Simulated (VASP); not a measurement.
**Driving VASP from ASE on LaB2Rh3**

Do ASE scripts that read LaB2Rh3 from different structure formats give one answer, and do several routes find one equilibrium volume? All runs use LDA. Left out of this account: 1 further run (self-consistent run: a reference on another mesh). The start is a cell from a database of measured crystal structures.

Method: LDA; plane waves and PAW (La, B, Rh_pv), in VASP 6.6.1.

**1. Starting point**

Symmetry: P6/mmm, No. 191, hexagonal system. The conventional cell has a = 5.483 Å, b = 5.483 Å, c = 3.141 Å, α = 90.00°, β = 90.00°, γ = 120.00°. Nearest to La lie 2 La at 3.14 Å and 12 Rh at 3.16 Å and 6 B at 3.17 Å. Nearest to B lie 6 Rh at 2.23 Å and 5 B at 3.14 to 3.17 Å and 3 La at 3.17 Å. Nearest to Rh lie 4 B at 2.23 Å and 6 Rh at 2.74 to 3.14 Å and 4 La at 3.16 Å. Farther neighbours are not listed.

As a file:

```cif
data_structure
_symmetry_space_group_name_H-M 'P 1'
_symmetry_Int_Tables_number 1
_cell_length_a 5.4830
_cell_length_b 5.4830
_cell_length_c 3.1410
_cell_angle_alpha 90.000
_cell_angle_beta 90.000
_cell_angle_gamma 120.000
_cell_volume 81.78
loop_
_atom_site_label
_atom_site_type_symbol
_atom_site_fract_x
_atom_site_fract_y
_atom_site_fract_z
_atom_site_occupancy
La1 La 0.00000 0.00000 0.00000 1
B2 B 0.33333 0.66667 0.00000 1
B3 B 0.66667 0.33333 0.00000 1
Rh4 Rh 0.50000 0.00000 0.50000 1
Rh5 Rh 0.50000 0.50000 0.50000 1
Rh6 Rh 0.00000 0.50000 0.50000 1
```

**2. Total energy, forces and stress (LDA, through ASE)**

A single point through ASE, with the structure typed into the script.

File run.py:

```python
import numpy as np
from ase.calculators.vasp import Vasp
from ase import Atoms
from ase.dft.bandgap import bandgap

atoms = Atoms(['La', 'B', 'B', 'Rh', 'Rh', 'Rh'],
              cell=[[5.483, 0.0, 0.0], [-2.7415, 4.74841729, 0.0], [0.0, 0.0, 3.141]],
              scaled_positions=[[0.0, 0.0, 0.0], [0.33333333, 0.66666667, 0.0], [0.66666667, 0.33333333, 0.0], [0.5, 0.0, 0.5], [0.5, 0.5, 0.5], [0.0, 0.5, 0.5]],
              pbc=True)

calc = Vasp(
    xc='lda',
    pp='LDA',
    prec='Accurate',
    encut=420,
    ediff=1e-06,
    nelm=100,
    ismear=-1,
    sigma=0.05,
    lreal=False,
    algo='Normal',
    nbands=38,
    lasph=True,
    lorbit=11,
    lwave=False,
    lcharg=False,
    kpar=4,
    isif=2,
    pp_version='64',
    setups={'La': '', 'B': '', 'Rh': '_pv'},
    kpts=(7, 7, 10),
    gamma=True,
    txt='vasp.out',
)
atoms.calc = calc

print("energy (eV):", round(atoms.get_potential_energy(), 6))
print("Fermi level (eV):", round(calc.get_fermi_level(), 4))
print("forces (eV/A):")
print(np.round(atoms.get_forces(), 4))
print("stress (GPa, Voigt, tension positive):", np.round(atoms.get_stress() * 160.21766, 3))
gap, p1, p2 = bandgap(calc, direct=False)
print("gap on the mesh (eV):", round(gap, 4))
```

Potentials, in the order of the species: La, B and Rh_pv (LDA family, release 64).

Command:

```
$ export ASE_VASP_COMMAND="mpirun -np 4 vasp_std"
$ python run.py
```

What it wrote:

```text
energy (eV): -50.682804
Fermi level (eV): 10.7492
forces (eV/A):
[[-0.  0. -0.]
 [-0.  0. -0.]
 [ 0.  0.  0.]
 [-0.  0. -0.]
 [-0.  0. -0.]
 [-0.  0. -0.]]
stress (GPa, Voigt, tension positive): [ 8.849  8.849  8.283  0.    -0.    -0.   ]
gap on the mesh (eV): 0.0
```

Elapsed: 15 s, on 4 MPI ranks of Intel Xeon 6975P-C (Granite Rapids), shared host; peak memory 0.94 GiB; 56 s of CPU time.

Lines that name or quote the potential files are left out of all logs, and their timing lines are given in words.

The INCAR that ASE wrote:

```
ENCUT = 420.000000
SIGMA = 0.050000
EDIFF = 1.00e-06
ALGO = Normal
PREC = Accurate
ISIF = 2
ISMEAR = -1
KPAR = 4
LORBIT = 11
NBANDS = 38
NELM = 100
LASPH = .TRUE.
LCHARG = .FALSE.
LWAVE = .FALSE.
LREAL = .FALSE.
```

The KPOINTS that ASE wrote:

```
KPOINTS created by Atomic Simulation Environment
0
Gamma
7 7 10
0 0 0
```

VASP's own log, vasp.out:

```text
[banner, memory and clock lines left out]
running    4 mpi-ranks, on    1 nodes
 distrk:  each k-point on    1 cores,    4 groups
 distr:  one band on    1 cores,    1 groups

 POSCAR found type information on POSCAR LaB Rh
 POSCAR found :  3 types and       6 ions
 LDA part: xc-table for (Slater(with rela. corr.)+CA(PZ))
 , standard interpolation
 POSCAR, INCAR and KPOINTS ok, starting setup
 FFT: planning ... GRIDC
 FFT: planning ... GRID_SOFT
 FFT: planning ... GRID
 WAVECAR not read
 entering main loop
       N       E                     dE             d eps       ncg     rms          rms(c)
DAV:   1     0.574240039083E+03    0.57424E+03   -0.29587E+04  5136   0.212E+03
DAV:   2     0.235753478125E+02   -0.55066E+03   -0.52186E+03  3788   0.486E+02
DAV:   3    -0.483141685426E+02   -0.71890E+02   -0.65947E+02  5080   0.146E+02
DAV:   4    -0.548899054914E+02   -0.65757E+01   -0.61301E+01  6728   0.432E+01
DAV:   5    -0.552064678116E+02   -0.31656E+00   -0.30540E+00  5614   0.734E+00    0.259E+01
DAV:   6    -0.541658183546E+02    0.10406E+01   -0.85592E+01  5466   0.584E+01    0.134E+01
DAV:   7    -0.508174136186E+02    0.33484E+01   -0.20353E+01  5592   0.329E+01    0.490E+00
DAV:   8    -0.507484520591E+02    0.68962E-01   -0.27012E+00  6008   0.860E+00    0.297E+00
DAV:   9    -0.506946500781E+02    0.53802E-01   -0.28573E-01  5734   0.355E+00    0.740E-01
DAV:  10    -0.506924375132E+02    0.22126E-02   -0.13873E-02  5736   0.646E-01    0.126E-01
DAV:  11    -0.506923426449E+02    0.94868E-04   -0.16376E-03  5952   0.294E-01    0.470E-02
DAV:  12    -0.506923532453E+02   -0.10600E-04   -0.12821E-04  6070   0.902E-02    0.145E-02
DAV:  13    -0.506923475884E+02    0.56570E-05   -0.30368E-05  5104   0.403E-02    0.623E-03
DAV:  14    -0.506923472856E+02    0.30273E-06   -0.35533E-06  3998   0.907E-03
   1 F= -.50692347E+02 E0= -.50682804E+02  d E =-.190861E-01
```

OUTCAR, selected parts (step 2):

```text
ion  position               nearest neighbor table
   1  0.000  0.000  0.000-   4 3.16   4 3.16   4 3.16   4 3.16   5 3.16   6 3.16   6 3.16   6 3.16
                             6 3.16   5 3.16   5 3.16   5 3.16
   2  0.333  0.667  0.000-   6 2.23   6 2.23   4 2.23   4 2.23   5 2.23   5 2.23
   3  0.667  0.333  0.000-   6 2.23   6 2.23   4 2.23   4 2.23   5 2.23   5 2.23
   4  0.500  0.000  0.500-   2 2.23   3 2.23   2 2.23   3 2.23   5 2.74   6 2.74   5 2.74   6 2.74
                             1 3.16   1 3.16   1 3.16   1 3.16
   5  0.500  0.500  0.500-   2 2.23   3 2.23   2 2.23   3 2.23   6 2.74   6 2.74   4 2.74   4 2.74
                             1 3.16   1 3.16   1 3.16   1 3.16
   6  0.000  0.500  0.500-   2 2.23   3 2.23   2 2.23   3 2.23   5 2.74   5 2.74   4 2.74   4 2.74
                             1 3.16   1 3.16   1 3.16   1 3.16

  LATTYP: Found a hexagonal cell.
 ALAT       =     5.4830000000
 C/A-ratio  =     0.5728615721

 Subroutine GETGRP returns: Found 24 space group operations
 (whereof 24 operations were pure point group operations)

The static configuration has the point symmetry D_6h.

 Found     48 irreducible k-points:

   k-points           NKPTS =     48   k-points in BZ     NKDIM =     48   number of bands    NBANDS=     38

   dimension x,y,z NGX =    40 NGY =   40 NGZ =   24
   dimension x,y,z NGXF=    80 NGYF=   80 NGZF=   48

   ENCUT  =  420.0 eV  30.87 Ry    5.56 a.u.   9.16  9.16  5.25*2*pi/ulx,y,z

   NELECT =      62.0000    total number of electrons

 k-points in reciprocal lattice and weights: KPOINTS created by Atomic Simulation Env
   0.00000000  0.00000000  0.00000000       0.002
   0.14285714  0.00000000  0.00000000       0.012
   0.28571429  0.00000000  0.00000000       0.012
   0.42857143  0.00000000  0.00000000       0.012
   0.14285714  0.14285714  0.00000000       0.012
   0.28571429  0.14285714  0.00000000       0.024
   0.42857143  0.14285714  0.00000000       0.012
   0.28571429  0.28571429  0.00000000       0.012
   0.00000000  0.00000000  0.10000000       0.004
[...]
0.42857143  0.14285714  0.50000000       0.012
   0.28571429  0.28571429  0.50000000       0.012

 average (electrostatic) potential at core
       1 -92.5379       2 -27.4525       3 -27.4525       4 -71.8645       5 -71.8645
       6 -71.8645

 E-fermi :  10.7492

 k-point     1 :       0.0000    0.0000    0.0000
  band No.  band energies     occupation
    ...
     27       9.5803      2.00000
     28       9.5803      2.00000
     29       9.8401      2.00000
     30      10.7716      0.77946
     31      10.7716      0.77945
     32      11.2493      0.00009
     33      11.3852      0.00001
     34      11.9122      0.00000
     35      12.7535      0.00000
     36      12.7535      0.00000
    ...

 k-point     2 :       0.1429    0.0000    0.0000
  band No.  band energies     occupation
    ...
     27       9.2015      2.00000
     28       9.5403      2.00000
     29       9.7784      2.00000
     30      10.0998      2.00000
     31      10.4607      1.99377
     32      11.2584      0.00008
     33      11.7334      0.00000
     34      12.4461      0.00000
     35      12.7433      0.00000
     36      12.7437      0.00000
    ...

 k-point     3 :       0.2857    0.0000    0.0000
  band No.  band energies     occupation
    ...
     27       9.0984      2.00000
     28       9.2619      2.00000
     29       9.3423      2.00000
     30       9.7045      2.00000
     31       9.7369      2.00000
     32      10.9991      0.01339
     33      12.1577      0.00000
     34      12.6179      0.00000
     35      12.6968      0.00000
     36      12.8807      0.00000
    ...

  Total       -4.5166410     -4.5166410     -4.2276439      0.0000000     -0.0000000      0.0000000
  in kB      -88.4893693    -88.4893693    -82.8273786      0.0000000     -0.0000000      0.0000000
  external PRESSURE =     -86.6020390 kB  Pullay stress =       0.0000000 kB

  energy-cutoff  :      420.00
  volume of cell :       81.78
      direct lattice vectors                 reciprocal lattice vectors
     5.483000000  0.000000000  0.000000000     0.182381908  0.105298243  0.000000000
    -2.741500000  4.748417290  0.000000000     0.000000000  0.210596487  0.000000000
     0.000000000  0.000000000  3.141000000     0.000000000  0.000000000  0.318369946

 POSITION                                       TOTAL-FORCE (eV/Angst)
 -----------------------------------------------------------------------------------
      0.00000      0.00000      0.00000        -0.000000      0.000000     -0.000000
     -0.00000      3.16561      0.00000        -0.000000      0.000000     -0.000000
      2.74150      1.58281      0.00000         0.000000      0.000000      0.000000
      2.74150      0.00000      1.57050        -0.000000      0.000000     -0.000000
      1.37075      2.37421      1.57050        -0.000000      0.000000     -0.000000
     -1.37075      2.37421      1.57050        -0.000000      0.000000     -0.000000
 -----------------------------------------------------------------------------------
    total drift:                               -0.000000      0.000000     -0.000000

  FREE ENERGIE OF THE ION-ELECTRON SYSTEM (eV)
  ---------------------------------------------------
  free  energy   TOTEN  =       -50.6923472856 eV

  energy  without entropy=      -50.6732611774  energy(sigma->0) =      -50.68280423

 total charge
# of ion       s       p       d       f       tot
--------------------------------------------------
    1        2.057   5.620   0.810   0.229   8.716
    2        0.693   1.018   0.000   0.000   1.711
    3        0.693   1.018   0.000   0.000   1.711
    4        0.412   6.328   7.227   0.000  13.968
    5        0.412   6.328   7.227   0.000  13.968
    6        0.412   6.328   7.227   0.000  13.968
--------------------------------------------------
tot          4.681  26.641  22.492   0.229  54.042

[... 3 further parts left out ...]
```

At this level the cell is under a tension of 8.7 GPa, so at these settings it is away from equilibrium.

Numbers from this step:

| Property | Result |
| --- | --- |
| SCF cycles | 14 |
| electrons | 62 |
| bands | 38 |
| irreducible k-points | 48 |
| symmetry operations | 24 |
| free energy (TOTEN) | -50.6923 eV |
| energy at zero smearing | -50.6828 eV |
| Fermi energy | 10.75 eV |
| pressure | -8.660 GPa |
| metallic | yes |

The pressure is -8.66 GPa and the largest force 0.000 eV/Å, so the cell is not at a minimum at these settings.

**3. Total energy, forces and stress (LDA, through ASE), try 2**

The single point through ASE, with the structure read from a CIF with its space group. The mesh changes to 5×5×7, so this is no clean test of the format.

run.py, as its differences from that of step 2:

```diff
@@ -2,9 +2,6 @@
 from ase.calculators.vasp import Vasp
-from ase import Atoms
+from ase.io import read
 from ase.dft.bandgap import bandgap
 
-atoms = Atoms(['La', 'B', 'B', 'Rh', 'Rh', 'Rh'],
-              cell=[[5.483, 0.0, 0.0], [-2.7415, 4.74841729, 0.0], [0.0, 0.0, 3.141]],
-              scaled_positions=[[0.0, 0.0, 0.0], [0.33333333, 0.66666667, 0.0], [0.66666667, 0.33333333, 0.0], [0.5, 0.0, 0.5], [0.5, 0.5, 0.5], [0.0, 0.5, 0.5]],
-              pbc=True)
+atoms = read('LaB2Rh3.cif')
 
@@ -30,3 +27,3 @@
     setups={'La': '', 'B': '', 'Rh': '_pv'},
-    kpts=(7, 7, 10),
+    kpts=(5, 5, 7),
     gamma=True,
```

File LaB2Rh3.cif:

```cif
data_LaB2Rh3
_cell_length_a 5.48300000
_cell_length_b 5.48300000
_cell_length_c 3.14100000
_cell_angle_alpha 90.00000000
_cell_angle_beta 90.00000000
_cell_angle_gamma 120.00000000
_space_group_name_H-M_alt 'P6/mmm'
_space_group_name_Hall '-P 6 2'
_space_group_IT_number 191
loop_
_space_group_symop_operation_xyz
'x,y,z'
'-x,-y,-z'
'x-y,x,z'
'-x+y,-x,-z'
'-y,x-y,z'
'y,-x+y,-z'
'-x,-y,z'
'x,y,-z'
'-x+y,-x,z'
'x-y,x,-z'
'y,-x+y,z'
'-y,x-y,-z'
'-y,-x,-z'
'y,x,z'
'-x,-x+y,-z'
'x,x-y,z'
'-x+y,y,-z'
'x-y,-y,z'
'y,x,-z'
'-y,-x,z'
'x,x-y,-z'
'-x,-x+y,z'
'x-y,-y,-z'
'-x+y,y,z'
loop_
_atom_site_label
_atom_site_type_symbol
_atom_site_symmetry_multiplicity
_atom_site_Wyckoff_symbol
_atom_site_fract_x
_atom_site_fract_y
_atom_site_fract_z
_atom_site_occupancy
La1 La 1 a 0.0000000000 0.0000000000 0.0000000000 1
B1 B 2 c 0.3333333333 0.6666666667 0.0000000000 1
Rh1 Rh 3 g 0.5000000000 0.0000000000 0.5000000000 1
```

What it wrote:

```text
energy (eV): -50.641653
Fermi level (eV): 10.8213
forces (eV/A):
[[-0. -0.  0.]
 [-0.  0.  0.]
 [ 0.  0. -0.]
 [-0. -0.  0.]
 [-0. -0.  0.]
 [-0. -0.  0.]]
stress (GPa, Voigt, tension positive): [ 8.135  8.135  9.316  0.    -0.     0.   ]
gap on the mesh (eV): 0.0
```

It took 8.4 s on 4 MPI ranks; peak memory 0.75 GiB.

The INCAR that ASE wrote:

```
ENCUT = 420.000000
SIGMA = 0.050000
EDIFF = 1.00e-06
ALGO = Normal
PREC = Accurate
ISIF = 2
ISMEAR = -1
KPAR = 4
LORBIT = 11
NBANDS = 38
NELM = 100
LASPH = .TRUE.
LCHARG = .FALSE.
LWAVE = .FALSE.
LREAL = .FALSE.
```

ASE turned this into the KPOINTS:

```
KPOINTS created by Atomic Simulation Environment
0
Gamma
5 5 7
0 0 0
```

vasp.out:

```text
[... set-up lines as in an earlier step ...]
 entering main loop
       N       E                     dE             d eps       ncg     rms          rms(c)
DAV:   1     0.574609475119E+03    0.57461E+03   -0.29583E+04  2104   0.209E+03
DAV:   2     0.222672113281E+02   -0.55234E+03   -0.52468E+03  1560   0.492E+02
DAV:   3    -0.477714832356E+02   -0.70039E+02   -0.63812E+02  2124   0.143E+02
DAV:   4    -0.548533546598E+02   -0.70819E+01   -0.64650E+01  2840   0.434E+01
DAV:   5    -0.551997210655E+02   -0.34637E+00   -0.33660E+00  2314   0.712E+00    0.257E+01
DAV:   6    -0.537341715103E+02    0.14655E+01   -0.82004E+01  2266   0.564E+01    0.130E+01
DAV:   7    -0.507559298322E+02    0.29782E+01   -0.19754E+01  2372   0.321E+01    0.492E+00
DAV:   8    -0.507269917081E+02    0.28938E-01   -0.21315E+00  2472   0.770E+00    0.279E+00
DAV:   9    -0.506646192016E+02    0.62373E-01   -0.31253E-01  2352   0.386E+00    0.926E-01
DAV:  10    -0.506592861039E+02    0.53331E-02   -0.23043E-02  2532   0.912E-01    0.251E-01
DAV:  11    -0.506588842643E+02    0.40184E-03   -0.34711E-03  2192   0.294E-01    0.982E-02
DAV:  12    -0.506587598978E+02    0.12437E-03   -0.13181E-03  2520   0.297E-01    0.372E-02
DAV:  13    -0.506587318398E+02    0.28058E-04   -0.21520E-04  2244   0.878E-02    0.120E-02
DAV:  14    -0.506587283810E+02    0.34588E-05   -0.14757E-05  2060   0.222E-02    0.302E-03
DAV:  15    -0.506587283270E+02    0.53996E-07   -0.12731E-06  1254   0.775E-03
   1 F= -.50658728E+02 E0= -.50641653E+02  d E =-.341516E-01
```

Parts of OUTCAR (step 3):

```text
The static configuration has the point symmetry D_6h.

 Found     20 irreducible k-points:

   k-points           NKPTS =     20   k-points in BZ     NKDIM =     20   number of bands    NBANDS=     38

   NELECT =      62.0000    total number of electrons

 E-fermi :  10.8213

 k-point     1 :       0.0000    0.0000    0.0000
  band No.  band energies     occupation
    ...
     27       9.5496      2.00000
     28       9.5496      2.00000
     29       9.8104      2.00000
     30      10.7648      1.51178
     31      10.7648      1.51178
     32      11.2323      0.00054
     33      11.4212      0.00001
     34      11.9090      0.00000
     35      12.7834      0.00000
     36      12.7834      0.00000
    ...

 k-point     2 :       0.2000    0.0000    0.0000
  band No.  band energies     occupation
    ...
     27       9.0959      2.00000
     28       9.4557      2.00000
     29       9.7116      2.00000
     30       9.7203      2.00000
     31      10.1966      1.99999
     32      11.1901      0.00125
     33      11.9224      0.00000
     34      12.6882      0.00000
     35      12.6942      0.00000
     36      12.8170      0.00000
    ...

  Total       -4.1520380     -4.1520380     -4.7550137     -0.0000000      0.0000000      0.0000000
  in kB      -81.3461206    -81.3461206    -93.1595309     -0.0000000      0.0000000      0.0000000
  external PRESSURE =     -85.2839240 kB  Pullay stress =       0.0000000 kB

  energy-cutoff  :      420.00
  volume of cell :       81.78
      direct lattice vectors                 reciprocal lattice vectors
     5.483000000  0.000000000  0.000000000     0.182381908  0.105298244  0.000000000
    -2.741500000  4.748417289  0.000000000     0.000000000  0.210596487  0.000000000
     0.000000000  0.000000000  3.141000000     0.000000000  0.000000000  0.318369946

 POSITION                                       TOTAL-FORCE (eV/Angst)
 -----------------------------------------------------------------------------------
      0.00000      0.00000      0.00000        -0.000000     -0.000000      0.000000
     -0.00000      3.16561      0.00000        -0.000000      0.000000      0.000000
      2.74150      1.58281      0.00000         0.000000      0.000000     -0.000000
      2.74150      0.00000      1.57050        -0.000000     -0.000000      0.000000
      1.37075      2.37421      1.57050        -0.000000     -0.000000      0.000000
     -1.37075      2.37421      1.57050        -0.000000     -0.000000      0.000000
 -----------------------------------------------------------------------------------
    total drift:                               -0.000000      0.000000     -0.000000

  FREE ENERGIE OF THE ION-ELECTRON SYSTEM (eV)
  ---------------------------------------------------
  free  energy   TOTEN  =       -50.6587283270 eV

  energy  without entropy=      -50.6245767577  energy(sigma->0) =      -50.64165254

 total charge
# of ion       s       p       d       f       tot
--------------------------------------------------
    1        2.057   5.622   0.818   0.223   8.720
    2        0.694   1.019   0.000   0.000   1.713
    3        0.694   1.019   0.000   0.000   1.713
    4        0.413   6.329   7.221   0.000  13.963
    5        0.413   6.329   7.221   0.000  13.963
    6        0.413   6.329   7.221   0.000  13.963
--------------------------------------------------
tot          4.684  26.648  22.480   0.223  54.035

[... 4 parts as in an earlier step ...]

[... 7 further parts left out ...]
```

The k-mesh is coarse for a metal. At this level the cell is under a tension of 8.5 GPa, so at these settings it is away from equilibrium.

This step gave:

| Quantity | Value |
| --- | --- |
| SCF cycles | 15 |
| irreducible k-points | 20 |
| free energy (TOTEN) | -50.6587 eV |
| energy at zero smearing | -50.6417 eV |
| Fermi energy | 10.82 eV |
| pressure | -8.528 GPa |

The energy lies +6.86 meV an atom from the first script, on another mesh.

[end of part 1 of 3]

[Lines on the potential files, build, host, timing and source positions are cut from VASP's logs without a mark.]

[Logs are printed without paths, hosts, clocks, repeated set-up lines and the standing remarks that a program may print on its own settings, such as how far it seeks lower states.]

[Hosts, paths, dates, database ids (printed as entryN), source tags and the programs' standing remarks are cut or masked in the printed files.]

[A measured line is paired with the nearest computed mode of its activity, which favours agreement.]
